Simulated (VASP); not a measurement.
Here is the system:

```
CELL_PARAMETERS angstrom
      0.00000     2.69193     2.69193
      2.69193     0.00000     2.69193
      2.69193     2.69193     0.00000
ATOMIC_POSITIONS crystal
  Co 0.00000 0.00000 0.00000
  Si 0.25000 0.25000 0.25000
  Si 0.75000 0.75000 0.75000
```

The numbers are results of RPBE GGA, VASP's PBE PAW potentials (set 64) (plane waves; VASP), not measurements. Settings: 520 eV cut-off, 10×10×10 Γ-centred mesh, first-order Methfessel-Paxton smearing of 0.10 eV, potentials Co Si.

Task: Estimate the energy per atom (σ→0), band gap (on the k-mesh) with the smallest direct gap where there is one.

Result: 
| Property | Result |
|---|---|
| band gap (on the k-mesh) | none (metal, semimetal or under 0.01 eV) |
| energy per atom (σ→0) | -6.038 eV/atom |

The absolute energy has meaning only against runs of the same code, potentials and settings.

The compound is CoSi2 in the fluorite structure. It was relaxed first. The run is not spin-polarised, so no magnetic state was tried. The electron count is odd and the run is not spin-polarised, which forces a metal.
